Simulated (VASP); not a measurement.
Computed with PBE GGA, VASP's PBE PAW potentials (set 64) (plane waves; VASP).

The input files of a VASP run:

INCAR:
```
# general
SYSTEM  = SrTi3
PREC    = Accurate
ENCUT   = 300   # plane-wave cut-off (eV)
LREAL   = F
LASPH   = T

# electronic loop
EDIFF   = 1E-6
NELM    = 100   # most electronic steps
ALGO    = Normal   # blocked Davidson
LMAXMIX = 4

# smearing
ISMEAR  = -1   # Fermi-Dirac
SIGMA   = 0.1

# functional
GGA     = PE   # PBE

# ions
ISIF    = 2   # forces and stress, cell fixed

# output
LWAVE   = F
LCHARG  = F
```

POSCAR:
```
SrTi3
1
    4.6330590000     0.0000000000     0.0000000000
    0.0000000000     4.6330590000     0.0000000000
    0.0000000000     0.0000000000     4.6330590000
Ti Sr
3 1
Direct
  0.0000000000   0.5000000000   0.5000000000
  0.5000000000   0.5000000000   0.0000000000
  0.5000000000   0.0000000000   0.5000000000
  0.0000000000   0.0000000000   0.0000000000
```

**KPOINTS_OPT**
```
k-points along high-symmetry lines
10
Line-mode
Reciprocal
  0.000000   0.000000   0.000000 ! GAMMA
  0.000000   0.500000   0.000000 ! X

  0.000000   0.500000   0.000000 ! X
  0.500000   0.500000   0.000000 ! M

  0.500000   0.500000   0.000000 ! M
  0.000000   0.000000   0.000000 ! GAMMA

  0.000000   0.000000   0.000000 ! GAMMA
  0.500000   0.500000   0.500000 ! R

  0.500000   0.500000   0.500000 ! R
  0.000000   0.500000   0.000000 ! X

  0.500000   0.500000   0.500000 ! R
  0.500000   0.500000   0.000000 ! M
```

### KPOINTS
```
K-points
0
Gamma
7 7 7
0 0 0
```

POTCAR, in this order: Ti_sv Sr_sv (PBE.64 set). Program: vasp_std.

Task: What will the output report for the number of irreducible k-points (NKPTS), largest plane-wave count, number of space-group operations, FFT grid (NGX, NGY, NGZ)?

Result: 
```json
{
  "number of irreducible k-points (NKPTS)": "20",
  "largest_plane_wave_count": "1189",
  "number_of_space_group_operations": "48",
  "FFT grid (NGX, NGY, NGZ)": "28 × 28 × 28"
}
```

The structure was generated: SrTi3 was put into an ordered model structure, which need not be its known phase. The cell was not relaxed at this level.
